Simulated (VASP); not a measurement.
Data:

```xyz
2
Lattice="0.0000 2.4487 2.4487 2.4487 0.0000 2.4487 2.4487 2.4487 0.0000" Properties=species:S:1:pos:R:3 pbc="T T T"
Ca     0.0000     0.0000     0.0000
O      2.4487     2.4487     2.4487
```

Computed with SCAN meta-GGA, VASP's PBE PAW potentials (set 64) (plane waves; VASP). Numerical set-up: 520 eV cut-off, 9×9×9 Γ-centred mesh, Gaussian smearing of 0.050 eV, potentials Ca_sv O.

Problem. Give the stress tensor in GPa (positive for a compressed cell).

Solution. 
```
-6.17   0.00   0.00
 0.00  -6.17   0.00
 0.00   0.00  -6.17
```
The pressure is its mean diagonal, -6.17 GPa.

The compound is CaO in the rock salt structure. This cell is one point of a volume scan, at 1.06 of the reference volume.
